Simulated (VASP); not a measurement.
A convergence study with VASP on MgB2 (space group no. 191 when undisturbed): a few settings are varied, all else stays as given below, so the limit is that of these other settings. One atom is moved off its site, so that forces are finite.

```
MgB2
1.0
    1.55272    -2.68940     0.00000
    1.55272     2.68940     0.00000
    0.00000     0.00000     3.53760
Mg B
1 2
Direct
  0.00000   0.00000   0.01413
  0.33333   0.66667   0.50000
  0.66667   0.33333   0.50000
```

Level of theory: PBEsol GGA, VASP's PBE PAW potentials (set 64) (plane waves; VASP 6.6.1). The last row used: 400 eV cut-off, 12×12×9 Γ-centred mesh, Fermi-Dirac smearing of 0.10 eV, potentials Mg B.

```csv
setting,E (eV/atom),pressure (GPa),largest force (eV/Å),irreducible k-points
EDIFF = 1E-01,-5.4014,-3.87,0.294,95
EDIFF = 1E-02,-5.4014,-3.77,0.296,95
EDIFF = 1E-03,-5.3991,-5.64,0.306,95
EDIFF = 1E-04,-5.3991,-5.51,0.305,95
EDIFF = 1E-05,-5.3991,-5.52,0.305,95
EDIFF = 1E-06,-5.3991,-5.52,0.305,95
EDIFF = 1E-07,-5.3991,-5.52,0.306,95
EDIFF = 1E-08,-5.3991,-5.52,0.306,95
EDIFF = 1E-10,-5.3991,-5.52,0.305,95
EDIFF = 1E-12,-5.3991,-5.52,0.305,95
```

Left out are rungs that failed or repeat a setting and relaxations that didn't move; long series are thinned to 24 rows.

The structure is a typed MgB2 crystal (space group no. 191). The cell was not relaxed at this level, it is distorted from the ideal structure.
